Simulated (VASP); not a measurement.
Input:

```
CELL_PARAMETERS angstrom
     -1.61612     1.61612     2.48854
      1.61612    -1.61612     2.48854
      1.61612     1.61612    -2.48854
ATOMIC_POSITIONS crystal
  In 0.00000 0.00000 0.00000
```

These are PBE GGA with D4 dispersion, VASP's PBE PAW potentials (set 64) (plane waves; VASP 6.6.1) values and carry that method's errors. Settings: 520 eV cut-off, Gaussian smearing of 0.050 eV, potentials In_d.

Unless said otherwise, spin-orbit coupling is left out, though it shifts the bands of the heavy elements here.

### Question
Estimate the band gap (along the path) with the smallest direct gap where there is one.

### Answer

```json
{
  "band gap (along the path)": "none (metal, semimetal or under 0.01 eV)"
}
```

The compound is In in the bct structure. It was relaxed first.
